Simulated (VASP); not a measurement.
OSZICAR of a VASP run on As (a7):

### OSZICAR
```
       N       E                     dE             d eps       ncg     rms          rms(c)
DAV:   1     0.317588705035E+02    0.31759E+02   -0.43681E+03  2628   0.925E+02
DAV:   2    -0.806870574670E+01   -0.39828E+02   -0.38574E+02  3953   0.125E+02
DAV:   3    -0.933373030204E+01   -0.12650E+01   -0.12625E+01  3048   0.269E+01
DAV:   4    -0.934036193325E+01   -0.66316E-02   -0.66302E-02  3324   0.203E+00
DAV:   5    -0.934037707856E+01   -0.15145E-04   -0.15145E-04  2975   0.895E-02    0.336E+00
DAV:   6    -0.932922418394E+01    0.11153E-01   -0.63045E-03  2963   0.614E-01    0.203E+00
DAV:   7    -0.932399133557E+01    0.52328E-02   -0.13333E-02  2770   0.929E-01    0.862E-02
DAV:   8    -0.932411625820E+01   -0.12492E-03   -0.45574E-04  2722   0.162E-01    0.346E-02
DAV:   9    -0.932416549286E+01   -0.49235E-04   -0.76503E-05  3022   0.693E-02    0.118E-02
DAV:  10    -0.932416530360E+01    0.18926E-06   -0.55329E-06  2986   0.160E-02
   1 F= -.10163665E+02 E0= -.10163631E+02  d E =-.101637E+02
       N       E                     dE             d eps       ncg     rms          rms(c)
DAV:   1    -0.933479408153E+01   -0.10629E-01   -0.32928E-01  2663   0.359E+00    0.153E-01
DAV:   2    -0.933584947129E+01   -0.10554E-02   -0.12615E-02  2856   0.824E-01    0.134E-01
DAV:   3    -0.933570415240E+01    0.14532E-03   -0.16349E-04  3177   0.915E-02    0.615E-02
DAV:   4    -0.933566097980E+01    0.43173E-04   -0.10431E-04  2864   0.671E-02    0.982E-03
DAV:   5    -0.933566104138E+01   -0.61576E-07   -0.39550E-06  2693   0.161E-02
   2 F= -.10169367E+02 E0= -.10169369E+02  d E =-.570184E-02
       N       E                     dE             d eps       ncg     rms          rms(c)
DAV:   1    -0.933601748430E+01   -0.35650E-03   -0.11654E-03  2666   0.214E-01    0.901E-03
DAV:   2    -0.933602094034E+01   -0.34560E-05   -0.45700E-05  2849   0.496E-02    0.746E-03
DAV:   3    -0.933601996391E+01    0.97643E-06   -0.57102E-07  1961   0.553E-03
   3 F= -.10169385E+02 E0= -.10169390E+02  d E =-.571989E-02
       N       E                     dE             d eps       ncg     rms          rms(c)
DAV:   1    -0.933355554950E+01    0.24654E-02   -0.35062E-01  2640   0.343E+00    0.289E-01
DAV:   2    -0.933115142160E+01    0.24041E-02   -0.10345E-02  2695   0.758E-01    0.177E-01
DAV:   3    -0.932975352932E+01    0.13979E-02   -0.42400E-03  2741   0.375E-01    0.349E-02
DAV:   4    -0.932975308124E+01    0.44808E-06   -0.10153E-04  2855   0.813E-02    0.267E-02
DAV:   5    -0.932975097368E+01    0.21076E-05   -0.12867E-05  3183   0.257E-02    0.953E-03
DAV:   6    -0.932975055926E+01    0.41443E-06   -0.19483E-06  2072   0.104E-02
   4 F= -.10174997E+02 E0= -.10175056E+02  d E =-.561191E-02
       N       E                     dE             d eps       ncg     rms          rms(c)
DAV:   1    -0.932417313643E+01    0.55778E-02   -0.77854E-01  2641   0.514E+00    0.435E-01
DAV:   2    -0.931889231044E+01    0.52808E-02   -0.22573E-02  2685   0.113E+00    0.266E-01
DAV:   3    -0.931582557747E+01    0.30667E-02   -0.92452E-03  2793   0.558E-01    0.527E-02
DAV:   4    -0.931582343742E+01    0.21401E-05   -0.22013E-04  2850   0.121E-01    0.405E-02
DAV:   5    -0.931581905206E+01    0.43854E-05   -0.28243E-05  3190   0.383E-02    0.142E-02
DAV:   6    -0.931581867336E+01    0.37870E-06   -0.41580E-06  2666   0.152E-02
   5 F= -.10179179E+02 E0= -.10179268E+02  d E =-.979447E-02
       N       E                     dE             d eps       ncg     rms          rms(c)
DAV:   1    -0.931225131666E+01    0.35677E-02   -0.38111E-02  2644   0.113E+00    0.965E-02
DAV:   2    -0.931199982872E+01    0.25149E-03   -0.11128E-03  2693   0.252E-01    0.599E-02
DAV:   3    -0.931185038081E+01    0.14945E-03   -0.44355E-04  2795   0.122E-01    0.116E-02
DAV:   4    -0.931185020146E+01    0.17935E-06   -0.94591E-06  2884   0.253E-02
   6 F= -.10179316E+02 E0= -.10179398E+02  d E =-.993123E-02
       N       E                     dE             d eps       ncg     rms          rms(c)
DAV:   1    -0.931424113704E+01   -0.23908E-02   -0.61036E-02  2677   0.149E+00    0.117E-01
DAV:   2    -0.931408531291E+01    0.15582E-03   -0.19256E-03  2768   0.315E-01    0.643E-02
DAV:   3    -0.931398087976E+01    0.10443E-03   -0.42149E-04  3424   0.128E-01    0.141E-02
DAV:   4    -0.931398274007E+01   -0.18603E-05   -0.31181E-05  2737   0.446E-02    0.712E-03
DAV:   5    -0.931398279650E+01   -0.56431E-07   -0.39878E-06  2742   0.139E-02
   7 F= -.10180124E+02 E0= -.10180200E+02  d E =-.807459E-03
       N       E                     dE             d eps       ncg     rms          rms(c)
DAV:   1    -0.931413174649E+01   -0.14901E-03   -0.68931E-04  2682   0.159E-01    0.122E-02
DAV:   2    -0.931412989123E+01    0.18553E-05   -0.21526E-05  2761   0.334E-02    0.668E-03
DAV:   3    -0.931412858934E+01    0.13019E-05   -0.47549E-06  3243   0.137E-02    0.156E-03
DAV:   4    -0.931412859008E+01   -0.74499E-09   -0.35173E-07  1329   0.484E-03
   8 F= -.10180131E+02 E0= -.10180206E+02  d E =-.815159E-03
       N       E                     dE             d eps       ncg     rms          rms(c)
DAV:   1    -0.931349612982E+01    0.63246E-03   -0.21124E-03  2871   0.302E-01    0.159E-02
DAV:   2    -0.931349900282E+01   -0.28730E-05   -0.79753E-05  2923   0.662E-02    0.102E-02
DAV:   3    -0.931349836769E+01    0.63512E-06   -0.32179E-06  2837   0.113E-02
   9 F= -.10180164E+02 E0= -.10180234E+02  d E =-.324503E-04
       N       E                     dE             d eps       ncg     rms          rms(c)
DAV:   1    -0.931362245009E+01   -0.12345E-03   -0.71471E-05  2834   0.557E-02    0.281E-03
DAV:   2    -0.931362239566E+01    0.54429E-07   -0.27749E-06  2649   0.122E-02
  10 F= -.10180166E+02 E0= -.10180237E+02  d E =-.347366E-04
       N       E                     dE             d eps       ncg     rms          rms(c)
DAV:   1    -0.931472166390E+01   -0.10992E-02   -0.15403E-03  2668   0.235E-01    0.210E-02
DAV:   2    -0.931470769029E+01    0.13974E-04   -0.46161E-05  2735   0.502E-02    0.142E-02
DAV:   3    -0.931469832156E+01    0.93687E-05   -0.20515E-05  2840   0.261E-02    0.284E-03
DAV:   4    -0.931469836596E+01   -0.44401E-07   -0.12267E-07  1335   0.336E-03
  11 F= -.10180177E+02 E0= -.10180245E+02  d E =-.114975E-04
```

**Question.** Which electronic solver shows in the log?

**Answer.** It is blocked Davidson (ALGO = Normal, or the opening steps of other solvers). The INCAR had ALGO = Normal.

**Question.** Can the final energy be trusted as converged?

**Answer.** Self-consistency was reached. It stopped with EDIFF = 1E-6, NELM = 100, NSW = 60 and EDIFFG = -0.01 after 11 ionic steps (PBE GGA with D3 dispersion (Becke-Johnson damping), plane waves, VASP's PBE PAW potentials (set 64)). Energy and stress use the plane-wave basis of the starting cell.

The compound is As in the a7 structure. This run relaxes it. Symmetry was kept, so distortions that lower it aren't found.
